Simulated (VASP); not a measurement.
Method: PBE GGA, VASP's PBE PAW potentials (set 64) (plane waves; VASP).

VASP input:

File KPOINTS:
```
Automatic mesh
0
Gamma
1 1 1
0 0 0
```

**POSCAR**
```
C64N
1
    7.1465551590     0.0000000000     0.0000000000
    0.0000000000     7.1465551590    -0.0000000000
   -0.0000000000    -0.0000000000     7.1465551590
C N
64 1
Direct
  0.5000000000   0.0000000000   0.0000000000
  0.6195680000   0.1265530000   0.1221460000
  0.7500000000   0.2500000000   0.0000000000
  0.8750000000   0.3750000000   0.1250000000
  0.7500000000   0.0000000000   0.2500000000
  0.8750000000   0.1250000000   0.3750000000
  0.0000000000   0.0000000000   0.0000000000
  0.1212100000   0.1254190000   0.1276900000
  0.2470560000   0.2442540000   0.0068070000
  0.3788290000   0.3756840000   0.1202100000
  0.5035110000   0.5003460000   0.0042870000
  0.6280360000   0.6182140000   0.1251850000
  0.7500000000   0.7500000000   0.0000000000
  0.8750000000   0.8750000000   0.1250000000
  0.2448970000   0.9976200000   0.2453790000
  0.3797720000   0.1264790000   0.3743740000
  0.5028370000   0.2568930000   0.2519160000
  0.6182480000   0.3699480000   0.3770370000
  0.7430570000   0.4940040000   0.2509570000
  0.8750000000   0.6250000000   0.3750000000
  0.5033140000   0.0069690000   0.4933320000
  0.6319340000   0.1193940000   0.6291590000
  0.7440400000   0.2469460000   0.4941930000
  0.8750000000   0.3750000000   0.6250000000
  0.7500000000   0.0000000000   0.7500000000
  0.8750000000   0.1250000000   0.8750000000
  0.0000000000   0.5000000000   0.0000000000
  0.1238540000   0.6182100000   0.1232400000
  0.2500000000   0.7500000000   0.0000000000
  0.3750000000   0.8750000000   0.1250000000
  0.0010470000   0.2461910000   0.2501690000
  0.1259430000   0.3751500000   0.3750940000
  0.2494310000   0.5006130000   0.2510730000
  0.3684860000   0.6207720000   0.3716760000
  0.5020850000   0.7566970000   0.2530340000
  0.6250000000   0.8750000000   0.3750000000
  0.0000000000   0.0000000000   0.5000000000
  0.1197860000   0.1304080000   0.6194960000
  0.2433080000   0.2445530000   0.4964300000
  0.3799700000   0.3681400000   0.6197380000
  0.4970680000   0.5005590000   0.4945920000
  0.6290040000   0.6208220000   0.6241900000
  0.7500000000   0.7500000000   0.5000000000
  0.8750000000   0.8750000000   0.6250000000
  0.2500000000   0.0000000000   0.7500000000
  0.3750000000   0.1250000000   0.8750000000
  0.5056380000   0.2502740000   0.7561250000
  0.6250000000   0.3750000000   0.8750000000
  0.7500000000   0.5000000000   0.7500000000
  0.8750000000   0.6250000000   0.8750000000
  0.0000000000   0.7500000000   0.2500000000
  0.1250000000   0.8750000000   0.3750000000
  0.9993370000   0.4949080000   0.4936770000
  0.1182320000   0.6308750000   0.6214280000
  0.2460520000   0.7482460000   0.4990760000
  0.3750000000   0.8750000000   0.6250000000
  0.0000000000   0.2500000000   0.7500000000
  0.1250000000   0.3750000000   0.8750000000
  0.2436700000   0.4971000000   0.7436520000
  0.3750000000   0.6250000000   0.8750000000
  0.5000000000   0.7500000000   0.7500000000
  0.6250000000   0.8750000000   0.8750000000
  0.0000000000   0.7500000000   0.7500000000
  0.1250000000   0.8750000000   0.8750000000
  0.3719470000   0.3724720000   0.3787330000
```

### INCAR
```
SYSTEM = C64N
PREC = Normal
ENCUT = 400
EDIFF = 1E-5
NELM = 100
ALGO = Fast
LREAL = Auto
LASPH = .TRUE.
ISMEAR = 0
SIGMA = 0.05
GGA = PE
LWAVE = .FALSE.
LCHARG = .FALSE.
NELMIN = 4
ISYM = 0
NELECT = 259.0
ISPIN = 2
NUPDOWN = 1
MAGMOM = 65*0.0154
LORBIT = 10
IBRION = 2
ISIF = 2
NSW = 60
EDIFFG = -0.03
```

POTCAR, in this order: C N (PBE.64 set). Program: vasp_gam.

Question: What will the output report for the number of irreducible k-points (NKPTS), largest plane-wave count, FFT grid (NGX, NGY, NGZ)?

Answer: 
```json
{
 "number of irreducible k-points (NKPTS)": "1",
 "largest_plane_wave_count": "3310",
 "FFT grid (NGX, NGY, NGZ)": "36 × 36 × 36"
}
```

The cell is a supercell with a defect, built from C (diamond): N_i, charge +2.
